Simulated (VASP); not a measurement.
These are PBEsol GGA, VASP's PBE PAW potentials (set 64) (plane waves; VASP 6.6.1) values and carry that method's errors.

VASP ran on this input.

### KPOINTS
```
K-points
0
gamma
6 6 4
0 0 0
```

### INCAR
```
# general
SYSTEM =CdSe
PREC   =Accurate
ENCUT  =500
LREAL  =.False.
LASPH  =.True.

# electronic loop
EDIFF  =1E-6
NELM   =100
ALGO   =Normal
LMAXMIX=4

# smearing
ISMEAR =0
SIGMA  =0.05

# functional
GGA    =PS

# ions
IBRION =2
NSW    =40
ISIF   =3
EDIFFG =-0.02
PSTRESS=100

# output
LWAVE  =.False.
LCHARG =.False.
```

File POSCAR:
```
CdSe
1
    4.1160393471    -0.0000000000     0.0000000000
   -2.0580196736     3.5645942025     0.0000000000
    0.0000000000    -0.0000000000     6.7215522744
Cd Se
2 2
Direct
  0.3333330000   0.6666670000   0.9997936312
  0.6666670000   0.3333330000   0.4997936312
  0.3333330000   0.6666670000   0.3752063688
  0.6666670000   0.3333330000   0.8752063688
```

POTCAR, in this order: Cd Se (PBE.64 set). Program: vasp_std.

The run wrote:

OSZICAR:
```
       N       E                     dE             d eps       ncg     rms          rms(c)
DAV:   1     0.248237521476E+03    0.24824E+03   -0.17583E+04   924   0.147E+03
DAV:   2     0.373097630820E+00   -0.24786E+03   -0.24278E+03  1026   0.357E+02
DAV:   3    -0.125986981283E+02   -0.12972E+02   -0.12918E+02  1110   0.820E+01
DAV:   4    -0.127140920882E+02   -0.11539E+00   -0.11533E+00   990   0.727E+00
DAV:   5    -0.127149429621E+02   -0.85087E-03   -0.85081E-03  1116   0.595E-01    0.121E+01
DAV:   6    -0.119974683520E+02    0.71747E+00   -0.16886E+00  1194   0.159E+01    0.894E+00
DAV:   7    -0.119600426827E+02    0.37426E-01   -0.79066E-01  1008   0.544E+00    0.262E+00
DAV:   8    -0.119488269254E+02    0.11216E-01   -0.12215E-01   972   0.421E+00    0.530E-01
DAV:   9    -0.119484385061E+02    0.38842E-03   -0.13266E-02  1056   0.150E+00    0.203E-01
DAV:  10    -0.119484226749E+02    0.15831E-04   -0.11122E-03  1066   0.412E-01    0.630E-02
DAV:  11    -0.119484580527E+02   -0.35378E-04   -0.13164E-04  1044   0.823E-02    0.189E-02
DAV:  12    -0.119484627879E+02   -0.47352E-05   -0.15919E-05  1068   0.444E-02    0.149E-02
DAV:  13    -0.119484634009E+02   -0.61293E-06   -0.71121E-06   990   0.309E-02
   1 F= -.57931721E+01 E0= -.57931721E+01  d E =-.579317E+01
```

OUTCAR:
```
------------------------ aborting loop because EDIFF is reached ----------------------------------------
  FORCE on cell =-STRESS in cart. coord.  units (eV):
  Direction    XX          YY          ZZ          XY          YZ          ZX
  --------------------------------------------------------------------------------------
  Total        6.0973885      6.0973870      6.1251744     -0.0000000     -0.0000000      0.0000000
  in kB       99.0593005     99.0592763     99.5107153     -0.0000000     -0.0000000      0.0000000
  external PRESSURE =      -0.7902360 kB  Pullay stress =     100.0000000 kB
  volume of cell :       98.62
      direct lattice vectors                 reciprocal lattice vectors
     4.116039347  0.000000000  0.000000000     0.242952002  0.140268421  0.000000000
    -2.058019674  3.564594202  0.000000000     0.000000000  0.280536842  0.000000000
     0.000000000  0.000000000  6.721552274     0.000000000  0.000000000  0.148775158
  FREE ENERGIE OF THE ION-ELECTRON SYSTEM (eV)
  ---------------------------------------------------
  free  energy   TOTEN  =       -11.9484634009 eV

  energy  without entropy=      -11.9484634009  energy(sigma->0) =      -11.94846340
  enthalpy is  TOTEN    =        -5.7931720796 eV   P V=        6.1552913213

 reached required accuracy - stopping structural energy minimisation
```
(Selected blocks of OUTCAR.)

The structure was generated: CdSe was put into the wurtzite type (P6_3mc), which need not be its known phase. It was relaxed first under an external pressure of 10 GPa.
